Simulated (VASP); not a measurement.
Level of theory: PBE GGA, VASP's PBE PAW potentials (set 64) (plane waves; VASP 6.6.1).

VASP input:

POSCAR:
```
CoSi2
1
   -0.0000000000     2.5307983654     2.5307983654
    2.5307983654    -0.0000000000     2.5307983654
    2.5307983654     2.5307983654     0.0000000000
Co Si
1 2
Direct
  0.0000000000   0.0000000000   1.0000000000
  0.2500000000   0.2500000000   0.2500000000
  0.7500000000   0.7500000000   0.7500000000
```

INCAR:
```
# general
SYSTEM   =  CoSi2
PREC     =  Accurate
ENCUT    =  500   # plane-wave cut-off (eV)
LREAL    =  .False.
LASPH    =  .True.   # aspherical one-centre terms

# electronic loop
EDIFF    =  1E-6
NELM     =  100
ALGO     =  Normal
LMAXMIX  =  4

# smearing
ISMEAR   =  1   # Methfessel-Paxton
SIGMA    =  0.1   # width (eV)

# functional
GGA      =  PE

# ions
IBRION   =  2
NSW      =  40   # most ionic steps
ISIF     =  3
EDIFFG   =  -0.02
PSTRESS  =  450

# output
LWAVE    =  .False.
LCHARG   =  .False.
```

File KPOINTS:
```
K-points
0
gamma
10 10 10
0 0 0
```

POTCAR, in this order: Co Si (PBE.64 set). Program: vasp_std.

What VASP printed:

File OSZICAR:
```
       N       E                     dE             d eps       ncg     rms          rms(c)
DAV:   1     0.718377610838E+02    0.71838E+02   -0.70439E+03  1144   0.137E+03
DAV:   2    -0.155822124795E+02   -0.87420E+02   -0.81728E+02  1128   0.260E+02
DAV:   3    -0.198420388291E+02   -0.42598E+01   -0.40367E+01  1464   0.666E+01
DAV:   4    -0.199358266347E+02   -0.93788E-01   -0.93688E-01  1360   0.912E+00
DAV:   5    -0.199381304306E+02   -0.23038E-02   -0.23036E-02  1472   0.153E+00    0.171E+01
DAV:   6    -0.217412764293E+02   -0.18031E+01   -0.29673E+01  1336   0.123E+02    0.133E+01
DAV:   7    -0.186537045965E+02    0.30876E+01   -0.13469E+01  1432   0.979E+01    0.523E+00
DAV:   8    -0.185894784583E+02    0.64226E-01   -0.59888E-01  1264   0.745E+00    0.147E+00
DAV:   9    -0.185700536344E+02    0.19425E-01   -0.71162E-02  1404   0.600E+00    0.435E-01
DAV:  10    -0.185704385432E+02   -0.38491E-03   -0.55304E-03  1448   0.994E-01    0.177E-01
DAV:  11    -0.185703130389E+02    0.12550E-03   -0.62090E-04  1480   0.564E-01    0.485E-02
DAV:  12    -0.185703183794E+02   -0.53405E-05   -0.60772E-05  1268   0.113E-01    0.144E-02
DAV:  13    -0.185703186080E+02   -0.22861E-06   -0.24638E-06  1148   0.273E-02
   1 F= -.94648026E+01 E0= -.94651339E+01  d E =-.946480E+01
```

File OUTCAR:
```
------------------------ aborting loop because EDIFF is reached ----------------------------------------
  FORCE on cell =-STRESS in cart. coord.  units (eV):
  Direction    XX          YY          ZZ          XY          YZ          ZX
  --------------------------------------------------------------------------------------
  Total        9.0764741      9.0764741      9.0764741      0.0000000     -0.0000000      0.0000000
  in kB      448.5647291    448.5647291    448.5647291      0.0000000     -0.0000000      0.0000000
  external PRESSURE =      -1.4352709 kB  Pullay stress =     450.0000000 kB
  volume of cell :       32.42
      direct lattice vectors                 reciprocal lattice vectors
     0.000000000  2.530798365  2.530798365    -0.197566115  0.197566115  0.197566115
     2.530798365  0.000000000  2.530798365     0.197566115 -0.197566115  0.197566115
     2.530798365  2.530798365  0.000000000     0.197566115  0.197566115 -0.197566115
 POSITION                                       TOTAL-FORCE (eV/Angst)
 -----------------------------------------------------------------------------------
      0.00000      0.00000      0.00000        -0.000000     -0.000000      0.000000
      1.26540      1.26540      1.26540         0.000000      0.000000     -0.000000
      3.79620      3.79620      3.79620        -0.000000     -0.000000      0.000000
 -----------------------------------------------------------------------------------
    total drift:                               -0.000000     -0.000000      0.000000
  FREE ENERGIE OF THE ION-ELECTRON SYSTEM (eV)
  ---------------------------------------------------
  free  energy   TOTEN  =       -18.5703186080 eV

  energy  without entropy=      -18.5713125051  energy(sigma->0) =      -18.57064991
  enthalpy is  TOTEN    =        -9.4648025859 eV   P V=        9.1055160221

 reached required accuracy - stopping structural energy minimisation
```
(Selected blocks of OUTCAR.)

The compound is CoSi2 in the fluorite structure. It was relaxed first under an external pressure of 45 GPa. The run is not spin-polarised, so no magnetic state was tried. The electron count is odd and the run is not spin-polarised, which forces a metal.
